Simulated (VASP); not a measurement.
```yaml
crystal:
  lattice:
    - [0.00000, 2.92277, 2.92277]
    - [2.92277, 0.00000, 2.92277]
    - [2.92277, 2.92277, 0.00000]
  atoms:
    - { symbol: Pb, position: [0.00000, 0.00000, 0.00000] }
    - { symbol: S, position: [0.50000, 0.50000, 0.50000] }
```

Method: LDA (Ceperley-Alder, Perdew-Zunger), VASP's LDA PAW potentials (set 64) (plane waves; VASP). Settings: 500 eV cut-off, 8×8×8 Γ-centred mesh, Gaussian smearing of 0.050 eV, potentials Pb_d S.

Unless said otherwise, spin-orbit coupling is left out, though it shifts the bands of the heavy elements here.

Estimate the energy per atom (σ→0), band gap (on the k-mesh) with the smallest direct gap where there is one.

```json
{
 "band gap (on the k-mesh)": "0.04 eV",
 "smallest direct gap (on the k-mesh)": "0.04 eV",
 "energy per atom (σ→0)": "-5.000 eV/atom"
}
```

Total energies compare only between runs with the same potentials, cut-off and functional.

The compound is PbS in the rock salt structure. It was relaxed first.
